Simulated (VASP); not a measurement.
# Ca3ZnSe4 (P-43m) in VASP: further runs, part 2 of 2

VASP 6.6.1. The steps go on from the part before.

## 4. Relaxation of the atoms, vdW-DF-cx (atoms moved at random, drawn with an rms of 0.05 Å)

File run.py:

```python
from ase import Atoms
from ase.calculators.vasp import Vasp

atoms = Atoms(
    ['Se', 'Se', 'Se', 'Se', 'Zn', 'Ca', 'Ca', 'Ca'],
    cell=[[6.381835, 0.0, 0.0], [0.0, 6.381835, 0.0], [0.0, 0.0, 6.381835]],
    scaled_positions=[[0.225442, 0.229073, 0.239053], [0.22836, 0.772818, 0.770231], [0.768552, 0.22874, 0.762654], [0.767983, 0.772757, 0.230823], [-0.005555, -0.004064, -0.003354], [0.497126, -0.004517, 0.50051], [0.498089, 0.497318, 0.000424], [-0.007655, 0.505988, 0.495402]],
    pbc=True,
)
calc = Vasp(
    directory='calc',
    xc='vdw-df-cx',
    pp='PBE',
    setups='recommended',
    pp_version='54',
    prec='Accurate',
    encut=520,
    ediff=1e-06,
    ismear=0,
    sigma=0.05,
    lreal=False,
    lasph=True,
    nelm=60,
    algo='Normal',
    isif=2,
    lwave=False,
    lcharg=False,
    ibrion=2,
    nsw=60,
    ediffg=-0.005,
    kpts=[3, 3, 3],
    gamma=True,
)
atoms.calc = calc

print('energy (eV):', atoms.get_potential_energy())
print('free energy (eV):', atoms.get_potential_energy(force_consistent=True))
print('forces (eV/A):')
print(atoms.get_forces())
print('stress (eV/A^3, Voigt):', atoms.get_stress())
print('Fermi level (eV):', calc.get_fermi_level())
print('cell (A, degrees):', atoms.cell.cellpar())
print('volume (A^3):', atoms.get_volume())
print('scaled positions:')
print(atoms.get_scaled_positions())
```

Potentials or basis: VASP PAW PBE potentials, release 54 (Se, Zn, Ca_sv).

The run is started by

```console
python run.py
```

Log:

```text
<dir> UserWarning: vdW has been enabled, however no location for the vdw_kernel.bindat file has been specified. Set ASE_VASP_VDW environment variable to copy the vdW kernel.
  warnings.warn(
energy (eV): -16.26343996
free energy (eV): -16.26343996
forces (eV/A):
[[-1.87913e-03 -2.67313e-03 -5.58430e-04]
 [-2.03094e-03  1.30943e-03  1.02072e-03]
 [ 2.04294e-03 -4.08168e-03  1.90947e-03]
 [ 2.44350e-03  9.10090e-04 -6.20810e-04]
 [-5.02180e-04  4.28570e-04 -7.70720e-04]
 [-1.66800e-05  1.61359e-03  3.57940e-04]
 [-1.53530e-04  1.20714e-03 -1.06104e-03]
 [ 9.60300e-05  1.28598e-03 -2.77120e-04]]
stress (eV/A^3, Voigt): [ 7.23638982e-03  7.23198596e-03  7.23589572e-03  2.19183076e-07
  2.97945429e-05 -1.35585863e-05]
Fermi level (eV): 0.24618442
cell (A, degrees): [ 6.381835  6.381835  6.381835 90.       90.       90.      ]
volume (A^3): 259.91821417686543
scaled positions:
[[0.22573117 0.22899253 0.22867894]
 [0.22571321 0.77053834 0.77030209]
 [0.76735006 0.22897249 0.77028473]
 [0.76732586 0.77064288 0.22855733]
 [0.99670931 0.99980321 0.99950153]
 [0.49653176 0.99968459 0.49947386]
 [0.49654361 0.4997232  0.99949283]
 [0.99643702 0.49975577 0.4994517 ]]
```

OUTCAR:

```text
ENCUT = 520.000000
   EDIFF = 1.00e-06
   EDIFFG = -5.00e-03
   GGA = CX
   PREC = Accurate
   IBRION = 2
   ISIF = 2
   ISMEAR = 0
   NELM = 60
   NSW = 60
   LASPH = .TRUE.
   LREAL = .FALSE.

 ion  position               nearest neighbor table
   1  0.225  0.229  0.239-   5 2.60   8 2.83   6 2.83   7 2.88
   2  0.228  0.773  0.770-   5 2.52   6 2.81   7 2.87   8 2.87
   3  0.769  0.229  0.763-   5 2.55   6 2.83   8 2.84   7 2.87
   4  0.768  0.773  0.231-   5 2.52   8 2.79   6 2.82   7 2.87
   5  0.994  0.996  0.997-   2 2.52   4 2.52   3 2.55   1 2.60
   6  0.497  0.995  0.501-   2 2.81   4 2.82   1 2.83   3 2.83
   7  0.498  0.497  0.000-   2 2.87   4 2.87   3 2.87   1 2.88
   8  0.992  0.506  0.495-   4 2.79   1 2.83   3 2.84   2 2.87

  LATTYP: Found a simple cubic cell.
 ALAT       =     6.3818350000

  Lattice vectors:

 A1 = (   6.3818350000,   0.0000000000,   0.0000000000)
 A2 = (   0.0000000000,   6.3818350000,   0.0000000000)
 A3 = (   0.0000000000,   0.0000000000,   6.3818350000)

Analysis of symmetry for initial positions (statically):
=====================================================================
 Subroutine PRICEL returns:
 Original cell was already a primitive cell.

 Routine SETGRP: Setting up the symmetry group for a
 simple cubic supercell.

 Subroutine GETGRP returns: Found  1 space group operations
 (whereof  1 operations were pure point group operations)
 out of a pool of 48 trial point group operations.

The static configuration has the point symmetry C_1 .

Analysis of symmetry for dynamics (positions and initial velocities):
=====================================================================
 Subroutine PRICEL returns:
 Original cell was already a primitive cell.

 Routine SETGRP: Setting up the symmetry group for a
 simple cubic supercell.

 Subroutine GETGRP returns: Found  1 space group operations
 (whereof  1 operations were pure point group operations)
 out of a pool of 48 trial point group operations.

The dynamic configuration has the point symmetry C_1 .

 Subroutine INISYM returns: Found  1 space group operations
 (whereof  1 operations are pure point group operations),
 and found     1 'primitive' translations

----------------------------------------------------------------------------------------

                                     Primitive cell

  volume of cell :     259.9182

  direct lattice vectors                    reciprocal lattice vectors
     6.381835000  0.000000000  0.000000000     0.156694744  0.000000000  0.000000000
[... 89 lines left out ...]
   EDIFFG = -.5E-02   stopping-criterion for IOM
   NSW    =     60    number of steps for IOM
   IBRION =      2    ionic relax: 0-MD 1-quasi-New 2-CG
   NFREE  =      1    steps in history (QN), initial steepest desc. (CG)
   ISIF   =      2    stress and relaxation
   ISYM   =      2    0-nonsym 1-usesym 2-fastsym
   POTIM  = 0.5000    time-step for ionic-motion
   TEBEG  =    0.0;   TEEND  =   0.0 temperature during run
   PSTRESS=    0.0 pullay stress
   NELECT =      66.0000    total number of electrons
   NUPDOWN=      -1.0000    fix difference up-down
   EMIN   =  10.00;   EMAX   =-10.00  energy-range for DOS
   EFERMI =   0.00;   METHOD = LEGACY
   ISMEAR =     0;   SIGMA  =   0.05  broadening in eV -4-tet -1-fermi 0-gaus
   EFERMI_NEDOS =   21; number of points for ismear=-14 and -15
   IALGO  =     38    algorithm
   IMIX   =      4    mixing-type and parameters
     AMIX     =   0.40;   BMIX     =  1.00
     AMIX_MAG =   1.60;   BMIX_MAG =  1.00
  volume/ion in A,a.u.               =      32.49       219.25
  Fermi-wavevector in a.u.,A,eV,Ry     =   1.036678  1.959037 14.622200  1.074701
  Thomas-Fermi vector in A             =   2.171080
   LORBIT       =      0    0 simple, 1 ext, 2 COOP (PROOUT), +10 PAW based schemes
   GGA     = CX    functional components
   LHFCALC =     F    Hartree Fock is set to
   AEXX    =    0.0000 exact exchange contribution
   IVDW_NL    =     1    kernel type
   BPARAM     = 6.3000
   IVDW    =     0    specifies the selected vdW correction
   LEPSILON=     F    determine dielectric tensor
   LRPA    =     F    only Hartree local field effects (RPA)
 conjugate gradient relaxation of ions
 non-spin polarized calculation
 Gauss-broadening in eV      SIGMA  =   0.05
  energy-cutoff  :      520.00
  volume of cell :      259.92
 maximum number of plane-waves:      7015
   NGX = 23   NGY = 23   NGZ = 23

--------------------------------------- Ionic step        1  -------------------------------------------

 number of electron      65.9999982 magnetization

 Free energy of the ion-electron system (eV)
  ---------------------------------------------------
  ext. energy  EPLUGINS =         0.00000000
  ---------------------------------------------------
  free energy    TOTEN  =       -16.23455473 eV

  energy without entropy =      -16.23455473  energy(sigma->0) =      -16.23455473

------------------------ aborting loop because EDIFF is reached ----------------------------------------

  FORCE on cell =-STRESS in cart. coord.  units (eV):
  Direction    XX          YY          ZZ          XY          YZ          ZX
  --------------------------------------------------------------------------------------
  -------------------------------------------------------------------------------------
  Total       -1.8377518     -1.9012768     -1.7337239     -0.2584800     -0.2718408     -0.2481716
  in kB      -11.3281951    -11.7197736    -10.6869506     -1.5933122     -1.6756699     -1.5297693
  external PRESSURE =     -11.2449731 kB  Pullay stress =       0.0000000 kB
[... 115 lines left out ...]
  energy  without entropy=      -16.2613815851  energy(sigma->0) =      -16.26138159

Total vdW correction in eV:     13.3930481

[... ionic steps 4 to 13 ...]

--------------------------------------- Ionic step       14  -------------------------------------------

 number of electron      66.0000005 magnetization

------------------------ aborting loop because EDIFF is reached ----------------------------------------
[... 83 lines left out ...]
--------------------------------------- Ionic step       16  -------------------------------------------

 number of electron      66.0000006 magnetization

 Free energy of the ion-electron system (eV)
  ---------------------------------------------------
  ext. energy  EPLUGINS =         0.00000000
  ---------------------------------------------------
  free energy    TOTEN  =       -16.26343996 eV

  energy without entropy =      -16.26343996  energy(sigma->0) =      -16.26343996

 E-fermi :   0.2462     XC(G=0):  -7.9836

 val. band max:       -0.0328848582   @ k =   0.3333   0.0000   0.0000
 cond. band min:       1.9584507926   @ k =   0.0000   0.0000   0.0000
 fundamental gap:      1.9913356509
 Fermi energy:         0.2461844205

 k-point     1 :       0.0000    0.0000    0.0000
  band No.  band energies     occupation
      1     -39.2713      2.00000
      2     -39.2690      2.00000
      3     -39.2684      2.00000
      4     -20.4484      2.00000
      5     -20.4482      2.00000
      6     -20.4476      2.00000
[... 616 lines left out ...]
  energy  without entropy=      -16.2634399583  energy(sigma->0) =      -16.26343996

Total vdW correction in eV:     13.3936177

 reached required accuracy - stopping structural energy minimisation
```

INCAR:

```text
AGGAC = 0.000000
ENCUT = 520.000000
SIGMA = 0.050000
EDIFF = 1.00e-06
EDIFFG = -5.00e-03
ALGO = Normal
GGA = CX
PREC = Accurate
IBRION = 2
ISIF = 2
ISMEAR = 0
NELM = 60
NSW = 60
LASPH = .TRUE.
LCHARG = .FALSE.
LUSE_VDW = .TRUE.
LWAVE = .FALSE.
LREAL = .FALSE.
```

Run time: 22 min. Hardware: 1 thread of AMD EPYC 9R45 (Zen 5), shared host; peak memory 0.91 GiB.

Results:

```
Free energy                  : -16.2634 eV
Energy gained by relaxing    : 3.6 meV/atom
Ionic steps                  : 16
Pressure after relaxing      : -1.2 GPa
Largest force after relaxing : 0.005 eV/Å
Band gap on the k mesh       : 1.99 eV, indirect (least direct gap 2.04 eV)
```

Forces on the atoms (eV/Å):
```
Se  -0.002 -0.003 -0.001
Se  -0.002  0.001  0.001
Se   0.002 -0.004  0.002
Se   0.002  0.001 -0.001
Zn  -0.001  0.000 -0.001
Ca   0.000  0.002  0.000
Ca   0.000  0.001 -0.001
Ca   0.000  0.001  0.000
```

The path:
| step | energy change (eV) | largest force (eV/Å) | pressure (GPa) |
| --- | --- | --- | --- |
| 1 | 0.0000 | 0.2789 | -1.12 |
| 2 | -0.0141 | 0.2127 | -1.14 |
| 3 | -0.0268 | 0.0681 | -1.16 |
| 4 | -0.0276 | 0.0437 | -1.16 |
| 5 | -0.0280 | 0.0184 | -1.16 |
| 6 | -0.0281 | 0.0180 | -1.16 |
| 7 | -0.0284 | 0.0165 | -1.16 |
| 8 | -0.0286 | 0.0315 | -1.16 |
| 9 | -0.0286 | 0.0269 | -1.16 |
| 10 | -0.0287 | 0.0171 | -1.16 |
| 11 | -0.0288 | 0.0077 | -1.16 |
| 12 | -0.0288 | 0.0072 | -1.16 |
| 13 | -0.0288 | 0.0054 | -1.16 |
| 14 | -0.0288 | 0.0064 | -1.16 |
| 15 | -0.0289 | 0.0053 | -1.16 |
| 16 | -0.0289 | 0.0049 | -1.16 |

Final structure:
```xyz
8
Lattice="6.3818 0.0000 0.0000 0.0000 6.3818 0.0000 0.0000 0.0000 6.3818" Properties=species:S:1:pos:R:3 pbc="T T T"
Se    1.4406    1.4614    1.4594
Se    1.4405    4.9174    4.9159
Se    4.8971    1.4613    4.9158
Se    4.8969    4.9181    1.4586
Zn    6.3608    6.3806    6.3787
Ca    3.1688    6.3798    3.1876
Ca    3.1689    3.1892    6.3786
Ca    6.3591    3.1894    3.1874
```

Caveat: the PAW data sets were made with another functional, which shifts forces and pressure a little; an odd mesh through Γ misses points on the zone boundary, where band edges often lie.

## 5. Single point, BLYP (volume scaled by 0.92)

File run.py:

```python
from ase.calculators.vasp import Vasp
from ase.dft.bandgap import bandgap
from ase.io import read

atoms = read('Ca3ZnSe4.cif')
calc = Vasp(
    directory='calc',
    xc='blyp',
    pp='PBE',
    setups='recommended',
    prec='Accurate',
    encut=250,
    ediff=0.001,
    ismear=0,
    sigma=0.1,
    lreal=False,
    lasph=True,
    nelm=100,
    algo='Fast',
    isif=2,
    lwave=False,
    lcharg=False,
    maxmix=5,
    kpts=[4, 4, 4],
    gamma=True,
)
atoms.calc = calc

print('energy (eV):', atoms.get_potential_energy())
print('free energy (eV):', atoms.get_potential_energy(force_consistent=True))
print('forces (eV/A):')
print(atoms.get_forces())
print('stress (eV/A^3, Voigt):', atoms.get_stress())
print('Fermi level (eV):', calc.get_fermi_level())
gap, top, bottom = bandgap(calc)
print('band gap (eV):', gap, 'from (spin, k, band)', top, 'to', bottom)
```

File Ca3ZnSe4.cif:

```cif
data_Ca3ZnSe4
_cell_length_a 6.20690141
_cell_length_b 6.20690141
_cell_length_c 6.20690141
_cell_angle_alpha 90.00000000
_cell_angle_beta 90.00000000
_cell_angle_gamma 90.00000000
_space_group_name_H-M_alt 'P1'
_space_group_name_Hall 'P 1'
_space_group_IT_number 1
loop_
_space_group_symop_operation_xyz
'x,y,z'
loop_
_atom_site_label
_atom_site_type_symbol
_atom_site_symmetry_multiplicity
_atom_site_Wyckoff_symbol
_atom_site_fract_x
_atom_site_fract_y
_atom_site_fract_z
_atom_site_occupancy
Se1 Se 1 a 0.2300930000 0.2300930000 0.2300930000 1
Se2 Se 1 a 0.2300930000 0.7699070000 0.7699070000 1
Se3 Se 1 a 0.7699070000 0.2300930000 0.7699070000 1
Se4 Se 1 a 0.7699070000 0.7699070000 0.2300930000 1
Zn1 Zn 1 a 0.0000000000 0.0000000000 0.0000000000 1
Ca1 Ca 1 a 0.5000000000 0.0000000000 0.5000000000 1
Ca2 Ca 1 a 0.5000000000 0.5000000000 0.0000000000 1
Ca3 Ca 1 a 0.0000000000 0.5000000000 0.5000000000 1
```

Potentials or basis: VASP PAW PBE potentials, release 64 (Se, Zn, Ca_sv).

The run is started by

```console
python run.py
```

It took 51 s on 1 thread of AMD EPYC 9R45 (Zen 5), shared host; peak memory 0.15 GiB.

The run converged, but a check on its numbers failed (symmetry, net force, bounds or a known fault of this set-up), so they aren't taken as properties of the crystal.

Caveat: the cutoff lies under the usual one of these potentials, so the numbers hold a large basis-set error; the PAW data sets were made with another functional, which shifts forces and pressure a little.

## 6. For comparison

An earlier run on the cell as given: functional PBE; potentials or basis VASP PAW PBE potentials, release 64 (Se, Zn, Ca_sv); cutoff 520 eV; k mesh 4 × 4 × 4; occupations fermi-dirac, width 0.05 eV; no spin polarisation.

* Pressure: 0.0 GPa
* Largest force: 0.027 eV/Å
* Band gap on the k mesh: 2.04 eV, indirect (least direct gap 2.10 eV)

## 7. Summary

```csv
task,level,potentials or basis,cell,k mesh,smearing,optimiser,other keys,gap on the mesh (eV),pressure (GPa),largest force (eV/Å)
single point,LDA,"VASP PAW LDA potentials, release 64 (Se, Zn, Ca_sv)",volume scaled by 0.96,4 × 4 × 4,fermi-dirac 0.02 eV,-,EDIFF = 1e-05; NBANDS = 37,1.91,-1.6,0.15
relaxation of the atoms,PW91,"VASP PAW PBE potentials, release 64 (Se, Zn, Ca_sv)","atoms relaxed from: atoms moved at random, drawn with an rms of 0.05 Å",3 × 3 × 3,gaussian 0.05 eV,BFGSLineSearch,-,2.04,-0.1,0.01
relaxation of the atoms,vdW-DF-cx,"VASP PAW PBE potentials, release 54 (Se, Zn, Ca_sv)","atoms relaxed from: atoms moved at random, drawn with an rms of 0.05 Å",3 × 3 × 3,gaussian 0.05 eV,vasp,-,1.99,-1.2,-
single point,PBE,"VASP PAW PBE potentials, release 64 (Se, Zn, Ca_sv)",as given,4 × 4 × 4,fermi-dirac 0.05 eV,-,-,2.04,0.0,0.03
```

Alike in all rows: no spin polarisation; cutoff (eV) 520.

Caveats: the PAW data sets were made with another functional, which shifts forces and pressure a little (some runs); an odd mesh through Γ misses points on the zone boundary, where band edges often lie (some runs).

Total energies depend on the potentials used, so only differences within one code and one set of settings carry meaning.
